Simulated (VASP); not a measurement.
Method: PBE GGA with D4 dispersion, VASP's PBE PAW potentials (set 64) (plane waves; VASP).

A VASP calculation is set up with these files.

File KPOINTS:
```
Automatic mesh
0
Gamma
15 15 8
0 0 0
```

### POSCAR
```
Co
1
    1.2348546179    -2.1388311632    -0.0000000000
    1.2348546179     2.1388311632    -0.0000000000
   -0.0000000000     0.0000000000     3.9882136675
Co
2
Direct
  0.3333330000   0.6666670000   0.2500000000
  0.6666670000   0.3333330000   0.7500000000
```

### INCAR
```
LREAL = .FALSE.
ALGO = Normal
ISMEAR = 1
LMAXMIX = 4
LORBIT = 10
IBRION = 2
GGA = PE   ! PBE
SIGMA = 0.1
EDIFFG = -0.01   ! ionic stop
NELM = 100   ! most electronic steps
NSW = 60
LWAVE = .FALSE.
PREC = Accurate
IVDW = 13
ISIF = 3
SYSTEM = Co
LCHARG = .FALSE.
ENCUT = 520   ! plane-wave cut-off (eV)
EDIFF = 1E-6   ! SCF stop (eV)
LASPH = .TRUE.   ! aspherical one-centre terms
MAGMOM = 2*1.6
ISPIN = 2   ! spin-polarised
```

POTCAR, in this order: Co (PBE.64 set). Program: vasp_std.

**Question.** What does the run give for the energy per atom (σ→0), cell moment, dispersion energy, band gap (on the k-mesh)?

**Answer.** 
```
Property                                                    Result
------------------------  ----------------------------------------
energy per atom (σ→0)                               -7471 meV/atom
cell moment                                                3.20 μB
dispersion energy                                        -0.880 eV
band gap (on the k-mesh)  none (metal, semimetal or under 0.01 eV)
```

File OSZICAR:
```
...
DAV:   7    -0.140942106117E+02    0.35241E+00   -0.17489E+00  9192   0.262E+01    0.391E+00
DAV:   8    -0.140767537851E+02    0.17457E-01   -0.21641E-02 11051   0.173E+00    0.199E+00
DAV:   9    -0.140608614206E+02    0.15892E-01   -0.53002E-03 12241   0.128E+00    0.643E-01
DAV:  10    -0.140616493555E+02   -0.78793E-03   -0.16567E-03 11239   0.620E-01    0.152E-01
DAV:  11    -0.140616219591E+02    0.27396E-04   -0.73484E-05 11042   0.123E-01    0.298E-02
DAV:  12    -0.140616196026E+02    0.23566E-05   -0.61465E-06  9018   0.257E-02    0.153E-02
DAV:  13    -0.140616191643E+02    0.43827E-06   -0.20964E-06  6536   0.232E-02
   1 F= -.14941810E+02 E0= -.14942036E+02  d E =-.149418E+02  mag=     3.2034
```

The compound is Co in the hcp structure. It was relaxed first, which changed the volume by -5 %. The start is the result of an earlier pass.
